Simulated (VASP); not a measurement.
```
CELL_PARAMETERS angstrom
      2.28652    -3.96036     0.00000
      2.28652     3.96036     0.00000
      0.00000     0.00000     7.20927
ATOMIC_POSITIONS crystal
  Mg 0.00000 0.00000 0.00000
  Mg 0.33333 0.66667 0.63340
  Mg 0.66667 0.33333 0.36660
  Sb 0.33333 0.66667 0.22439
  Sb 0.66667 0.33333 0.77561
```

These are vdW-DF-cx, VASP's PBE PAW potentials (set 64) (plane waves; VASP) values and carry that method's errors. Run with 520 eV cut-off, 6×6×4 Γ-centred mesh, tetrahedra with Blöchl corrections, potentials Mg Sb.

The cores are frozen, which limits the accuracy of field gradients.

Q: Give the principal components of the electric field gradient (V/Å²) and the asymmetry η at each nucleus.

A: 
| atom | Vxx | Vyy | Vzz | η |
|---|---|---|---|---|
| Mg1 | -0.7 | -0.7 | 1.5 | 0.00 |
| Mg2 | -0.7 | -0.7 | 1.3 | 0.00 |
| Mg3 | -0.7 | -0.7 | 1.3 | 0.00 |
| Sb4 | -19.2 | -19.2 | 38.4 | 0.00 |
| Sb5 | -19.2 | -19.2 | 38.4 | 0.00 |

The compound is Mg3Sb2 in the a-la2o3 structure. It was relaxed first.
